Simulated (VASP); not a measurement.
Output of a VASP run:

### OSZICAR
```
...
   6 F= -.47896631E+03 E0= -.47894715E+03  d E =-.274143E-01  mag=     1.0000
       N       E                     dE             d eps       ncg     rms          rms(c)
DAV:   1    -0.478967957685E+03   -0.16494E-02   -0.11153E-01   720   0.880E-01    0.972E-02
RMM:   2    -0.478968092610E+03   -0.13492E-03   -0.31441E-03   648   0.140E-01    0.513E-02
RMM:   3    -0.478968073797E+03    0.18813E-04   -0.51409E-04   648   0.546E-02    0.252E-02
RMM:   4    -0.478968077330E+03   -0.35335E-05   -0.12426E-04   652   0.242E-02    0.100E-02
RMM:   5    -0.478968078940E+03   -0.16095E-05   -0.20376E-05   406   0.106E-02
   7 F= -.47896808E+03 E0= -.47894893E+03  d E =-.291835E-01  mag=     1.0000
       N       E                     dE             d eps       ncg     rms          rms(c)
DAV:   1    -0.478972550771E+03   -0.44734E-02   -0.56797E-01   648   0.199E+00    0.199E-01
RMM:   2    -0.478972531849E+03    0.18921E-04   -0.87126E-03   648   0.230E-01    0.884E-02
RMM:   3    -0.478972388246E+03    0.14360E-03   -0.18796E-03   648   0.954E-02    0.366E-02
RMM:   4    -0.478972410031E+03   -0.21785E-04   -0.41274E-04   664   0.417E-02    0.182E-02
RMM:   5    -0.478972413848E+03   -0.38169E-05   -0.62401E-05   546   0.177E-02
   8 F= -.47897241E+03 E0= -.47895323E+03  d E =-.433491E-02  mag=     1.0000
       N       E                     dE             d eps       ncg     rms          rms(c)
DAV:   1    -0.478972432673E+03   -0.22642E-04   -0.23077E-03   768   0.127E-01    0.138E-02
RMM:   2    -0.478972433105E+03   -0.43204E-06   -0.42892E-05   489   0.160E-02    0.641E-03
RMM:   3    -0.478972432948E+03    0.15745E-06   -0.92925E-06   378   0.673E-03    0.358E-03
RMM:   4    -0.478972433057E+03   -0.10874E-06   -0.19493E-06   365   0.296E-03
   9 F= -.47897243E+03 E0= -.47895325E+03  d E =-.435412E-02  mag=     1.0000
       N       E                     dE             d eps       ncg     rms          rms(c)
DAV:   1    -0.478973960977E+03   -0.15280E-02   -0.16859E-01   648   0.108E+00    0.104E-01
RMM:   2    -0.478974000250E+03   -0.39272E-04   -0.26771E-03   648   0.128E-01    0.503E-02
RMM:   3    -0.478973967185E+03    0.33065E-04   -0.60391E-04   654   0.527E-02    0.225E-02
RMM:   4    -0.478973976270E+03   -0.90850E-05   -0.14617E-04   683   0.235E-02    0.117E-02
RMM:   5    -0.478973977211E+03   -0.94126E-06   -0.17363E-05   402   0.982E-03
  10 F= -.47897398E+03 E0= -.47895478E+03  d E =-.154415E-02  mag=     1.0000
       N       E                     dE             d eps       ncg     rms          rms(c)
DAV:   1    -0.478974002901E+03   -0.26631E-04   -0.32142E-03   752   0.149E-01    0.147E-02
RMM:   2    -0.478974003942E+03   -0.10404E-05   -0.55526E-05   562   0.184E-02    0.712E-03
RMM:   3    -0.478974003558E+03    0.38399E-06   -0.12638E-05   388   0.766E-03    0.348E-03
RMM:   4    -0.478974003755E+03   -0.19746E-06   -0.27416E-06   380   0.332E-03
  11 F= -.47897400E+03 E0= -.47895480E+03  d E =-.157070E-02  mag=     1.0000
       N       E                     dE             d eps       ncg     rms          rms(c)
DAV:   1    -0.478974685860E+03   -0.68230E-03   -0.81220E-02   648   0.759E-01    0.749E-02
RMM:   2    -0.478974704862E+03   -0.19002E-04   -0.12854E-03   648   0.887E-02    0.353E-02
RMM:   3    -0.478974693844E+03    0.11019E-04   -0.28962E-04   655   0.367E-02    0.160E-02
RMM:   4    -0.478974698085E+03   -0.42418E-05   -0.66557E-05   543   0.160E-02
  12 F= -.47897470E+03 E0= -.47895548E+03  d E =-.694330E-03  mag=     1.0000
```

OUTCAR:
```
------------------------ aborting loop because EDIFF is reached ----------------------------------------
  FORCE on cell =-STRESS in cart. coord.  units (eV):
  Direction    XX          YY          ZZ          XY          YZ          ZX
  --------------------------------------------------------------------------------------
  Total       -1.7607828     -1.7644312     -1.7667776     -0.0211603     -0.0183544      0.3541352
  in kB       -4.1990616     -4.2077622     -4.2133578     -0.0504624     -0.0437709      0.8445308
  external PRESSURE =      -4.2067272 kB  Pullay stress =       0.0000000 kB
  volume of cell :      671.84
      direct lattice vectors                 reciprocal lattice vectors
     8.758331436  0.000000000  0.000000000     0.114176999  0.000000000  0.000000000
     0.000000000  8.758331436  0.000000000     0.000000000  0.114176999  0.000000000
     0.000000000  0.000000000  8.758331436     0.000000000  0.000000000  0.114176999
  FREE ENERGIE OF THE ION-ELECTRON SYSTEM (eV)
  ---------------------------------------------------
  free  energy   TOTEN  =      -478.9746980855 eV

  energy  without entropy=     -478.9362671694  energy(sigma->0) =     -478.95548263

 total charge

# of ion       s       p       d       tot
------------------------------------------
    1        0.698   0.966   0.000   1.664
    2        0.698   0.966   0.000   1.664
    3        0.698   0.966   0.000   1.664
    4        0.698   0.965   0.000   1.664
    5        0.698   0.967   0.000   1.664
    6        0.698   0.967   0.000   1.664
    7        0.698   0.966   0.000   1.664
    8        0.698   0.967   0.000   1.664
    9        0.692   0.941   0.000   1.632
   10        0.698   0.967   0.000   1.664
   11        0.698   0.967   0.000   1.664
   12        0.698   0.967   0.000   1.664
   13        0.698   0.966   0.000   1.664
   14        0.698   0.967   0.000   1.665
   15        0.698   0.967   0.000   1.665
   16        0.698   0.967   0.000   1.664
   17        0.692   0.941   0.000   1.633
   18        0.698   0.967   0.000   1.664
   19        0.698   0.966   0.000   1.664
   20        0.692   0.941   0.000   1.632
   21        0.692   0.940   0.000   1.632
   22        0.698   0.966   0.000   1.664
   23        0.698   0.966   0.000   1.664
   24        0.698   0.967   0.000   1.664
   25        0.698   0.966   0.000   1.664
   26        0.698   0.966   0.000   1.664
   27        0.698   0.967   0.000   1.665
   28        0.698   0.967   0.000   1.664
   29        0.698   0.966   0.000   1.664
   30        0.698   0.967   0.000   1.664
   31        0.698   0.966   0.000   1.664
   32        0.698   0.966   0.000   1.664
   33        0.838   1.691   0.000   2.530
   34        0.835   1.715   0.000   2.550
   35        0.835   1.715   0.000   2.550
   36        0.835   1.699   0.000   2.534
   37        0.837   1.706   0.000   2.543
   38        0.835   1.699   0.000   2.535
   39        0.833   1.712   0.000   2.544
   40        0.837   1.706   0.000   2.543
   41        0.837   1.706   0.000   2.544
   42        0.835   1.715   0.000   2.550
   43        0.835   1.699   0.000   2.534
   44        0.835   1.715   0.000   2.550
   45        0.833   1.712   0.000   2.545
   46        0.838   1.692   0.000   2.530
   47        0.835   1.715   0.000   2.550
   48        0.837   1.706   0.000   2.543
...
```
(Selected blocks of OUTCAR.)

POSCAR:
```
C32HSi32
1
    8.7583314355     0.0000000000     0.0000000000
    0.0000000000     8.7583314355    -0.0000000000
   -0.0000000000    -0.0000000000     8.7583314355
Si C H
32 32 1
Direct
  0.5000000000   0.0000000000   0.0000000000
  0.7500000000   0.2500000000   0.0000000000
  0.7500000000   0.0000000000   0.2500000000
  0.0000000000   0.0000000000   0.0000000000
  0.2500000000   0.2500000000   0.0000000000
  0.5000000000   0.5000000000   0.0000000000
  0.7500000000   0.7500000000   0.0000000000
  0.2500000000   0.0000000000   0.2500000000
  0.5023210000   0.2556390000   0.2515680000
  0.7500000000   0.5000000000   0.2500000000
  0.5000000000   0.0000000000   0.5000000000
  0.7500000000   0.2500000000   0.5000000000
  0.7500000000   0.0000000000   0.7500000000
  0.0000000000   0.5000000000   0.0000000000
  0.2500000000   0.7500000000   0.0000000000
  0.0000000000   0.2500000000   0.2500000000
  0.2495340000   0.5005020000   0.2508780000
  0.5000000000   0.7500000000   0.2500000000
  0.0000000000   0.0000000000   0.5000000000
  0.2445250000   0.2455440000   0.4970800000
  0.4976020000   0.5004570000   0.4955750000
  0.7500000000   0.7500000000   0.5000000000
  0.2500000000   0.0000000000   0.7500000000
  0.5000000000   0.2500000000   0.7500000000
  0.7500000000   0.5000000000   0.7500000000
  0.0000000000   0.7500000000   0.2500000000
  0.0000000000   0.5000000000   0.5000000000
  0.2500000000   0.7500000000   0.5000000000
  0.0000000000   0.2500000000   0.7500000000
  0.2500000000   0.5000000000   0.7500000000
  0.5000000000   0.7500000000   0.7500000000
  0.0000000000   0.7500000000   0.7500000000
  0.6250000000   0.1250000000   0.1250000000
  0.8750000000   0.3750000000   0.1250000000
  0.8750000000   0.1250000000   0.3750000000
  0.1250000000   0.1250000000   0.1250000000
  0.3781330000   0.3755590000   0.1210810000
  0.6250000000   0.6250000000   0.1250000000
  0.8750000000   0.8750000000   0.1250000000
  0.3789040000   0.1262100000   0.3744880000
  0.6194760000   0.3708670000   0.3766670000
  0.8750000000   0.6250000000   0.3750000000
  0.6250000000   0.1250000000   0.6250000000
  0.8750000000   0.3750000000   0.6250000000
  0.8750000000   0.1250000000   0.8750000000
  0.1250000000   0.6250000000   0.1250000000
  0.3750000000   0.8750000000   0.1250000000
  0.1257710000   0.3751230000   0.3750770000
  0.3696710000   0.6215410000   0.3722810000
  0.6250000000   0.8750000000   0.3750000000
  0.1250000000   0.1250000000   0.6250000000
  0.3790660000   0.3693880000   0.6206950000
  0.6250000000   0.6250000000   0.6250000000
  0.8750000000   0.8750000000   0.6250000000
  0.3750000000   0.1250000000   0.8750000000
  0.6250000000   0.3750000000   0.8750000000
  0.8750000000   0.6250000000   0.8750000000
  0.1250000000   0.8750000000   0.3750000000
  0.1250000000   0.6250000000   0.6250000000
  0.3750000000   0.8750000000   0.6250000000
  0.1250000000   0.3750000000   0.8750000000
  0.3750000000   0.6250000000   0.8750000000
  0.6250000000   0.8750000000   0.8750000000
  0.1250000000   0.8750000000   0.8750000000
  0.3725030000   0.3729320000   0.3780540000
```

Reconstruct the remaining input files.

This is not unique; one that fits is the input of the run itself, PBE GGA, plane waves, VASP's PBE PAW potentials (set 64).

### INCAR
```
SYSTEM=C32HSi32
PREC=Normal; ENCUT=400; LREAL=Auto
LASPH=.TRUE.; ISYM=0
EDIFF=1E-5; NELM=100; NELMIN=4
ALGO=Fast
ISMEAR=0; SIGMA=0.05
GGA=PE
ISPIN=2; MAGMOM=65*0.0154; NUPDOWN=1
IBRION=2; NSW=60; ISIF=2
EDIFFG=-0.03
LWAVE=.TRUE.; LCHARG=.FALSE.; LORBIT=10
```

KPOINTS:
```
Automatic mesh
0
Gamma
1 1 1
0 0 0
```

POTCAR, in this order: Si C H (PBE.64 set). Program: vasp_gam.

At this cut-off the stress carries a Pulay error, which pulls relaxed volumes low. The supercell is sampled at Γ alone, which is coarse: total energies, pressure and levels can be off, energies of defects by several tenths of an eV.

The cell is a supercell with a defect, built from SiC (zinc blende): H_i.
